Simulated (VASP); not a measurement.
A cell of SrO (rock salt) near equilibrium:

```xyz
2
Lattice="0.0000 2.6024 2.6024 2.6024 0.0000 2.6024 2.6024 2.6024 0.0000" Properties=species:S:1:pos:R:3 pbc="T T T"
Sr     0.0000     0.0000     0.0000
O      2.6024     2.6024     2.6024
```

These are PBE GGA, VASP's PBE PAW potentials (set 64) (plane waves; VASP) values and carry that method's errors.

```
run               ΔE (meV/atom)    σxx    σyy    σzz  largest shear component, with its sign (GPa)  gap (eV)
----------------  -------------  -----  -----  -----  --------------------------------------------  --------
as it is                    0.0  -0.06  -0.06  -0.06                                          0.00      3.28
after one change           43.2   9.44   9.44   9.44                                          0.00      3.23
```
Stress is in GPa, positive when the cell is compressed; gaps are those on the k-mesh, and 0.00 means metallic.

Q: What was changed between the two runs?
(A) isotropic strain of +0.5 %
(B) isotropic strain of -3.0 %
(C) isotropic strain of +1.0 %
(D) biaxial strain of -0.5 % in the yz plane

A: B, isotropic strain of -3.0 %

The compound is SrO in the rock salt structure.
